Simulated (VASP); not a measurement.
```
Al2Au
1.0
    0.00000     2.98067     2.98067
    2.98067     0.00000     2.98067
    2.98067     2.98067     0.00000
Al Au
2 1
Direct
  0.25000   0.25000   0.25000
  0.75000   0.75000   0.75000
  0.00000   0.00000   0.00000
```

Computed with SCAN meta-GGA, VASP's PBE PAW potentials (set 64) (plane waves; VASP). Run with 520 eV cut-off, 10×10×10 Γ-centred mesh, tetrahedra with Blöchl corrections, potentials Al Au.

Q: Give the energies of bands 2 to 11 at the high-symmetry points, in eV from the Fermi level.

A: 
| band | Γ | X | U | L | W |
|---|---|---|---|---|---|
| 2 | -6.87 | -7.57 | -7.03 | -6.71 | -7.29 |
| 3 | -6.87 | -6.42 | -7.01 | -6.66 | -6.76 |
| 4 | -6.87 | -6.03 | -6.14 | -6.66 | -6.68 |
| 5 | -6.01 | -6.03 | -5.96 | -5.86 | -6.03 |
| 6 | -6.01 | -5.69 | -5.92 | -5.86 | -5.57 |
| 7 | 2.72 | -5.41 | -4.77 | -5.75 | -4.15 |
| 8 | 2.92 | -2.21 | -3.53 | 0.41 | -4.15 |
| 9 | 2.92 | -2.21 | -1.42 | 0.41 | -2.27 |
| 10 | 2.92 | 1.62 | 2.12 | 3.61 | 4.51 |
| 11 | 4.33 | 2.26 | 4.66 | 3.92 | 4.51 |

It has no gap at this level: it comes out as a metal or semimetal.

The compound is AuAl2 in the fluorite structure. It was relaxed first. The electron count is odd and the run is not spin-polarised, which forces a metal.
